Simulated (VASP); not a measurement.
Set up this calculation in VASP 6.6.1, as the native input.

```yaml
Task: relaxation of cell and atoms
Functional: LDA
Potentials_or_basis: VASP PAW LDA potentials, release 64 (Ti_sv, Al)
Cutoff: 600 eV
k_mesh: 14 × 14 × 14
Occupations: methfessel-paxton, width 0.1 eV
Spin: no spin polarisation
Further_INCAR_settings: ALGO = Normal; EDIFF = 1e-07; IBRION = 2; EDIFFG = -0.005; NSW = 90; ISIF = 3
```

The structure of TiAl3 lies in POSCAR:

```
TiAl3                                   
1.0
   -1.8904810748      1.8904810748      4.2429079377
    1.8904810748     -1.8904810748      4.2429079377
    1.8904810748      1.8904810748     -4.2429079377
  Ti              Al            
     1     3
Direct
     0.0000000000000000    0.0000000000000000    0.0000000000000000
     0.5000000000000000    0.5000000000000000    0.0000000000000000
     0.7500000000000000    0.2500000000000000    0.5000000000000000
     0.2500000000000000    0.7500000000000000    0.5000000000000000
```

The cell comes from a database or a generator and needn't be the stable form of this composition.

One way to write it, as run:

INCAR

```
  PREC = Accurate
  ENCUT = 600
  EDIFF = 1E-7
  ISMEAR = 1
  SIGMA = 0.1
  LREAL = F
  LASPH = T
  NELM = 80
  ALGO = Normal
  ISIF = 3
  LWAVE = F
  LCHARG = F
  GGA = CA
  IBRION = 2
  NSW = 90
  EDIFFG = -0.005
```

KPOINTS

```
regular mesh
0
Gamma
  14 14 14
```

Potentials or basis: VASP PAW LDA potentials, release 64 (Ti_sv, Al).

Launch:

```console
$ cat potpaw_LDA.64/Ti_sv/POTCAR potpaw_LDA.64/Al/POTCAR > POTCAR
$ mpirun -np 1 vasp_std > vasp.out
```

Results of the run:

* Energy gained by relaxing: 0.0 meV/atom
* Ionic steps: 2
* Pressure after relaxing: 0.0 GPa
* Band gap on the k mesh: none (metal or under the smearing width)

Run time: 7.7 min on 1 thread of Intel(R) Xeon(R) Platinum 8259CL CPU @ 2.50GHz (Skylake/Cascade Lake), with other jobs on the host, peak memory 0.4 GiB.
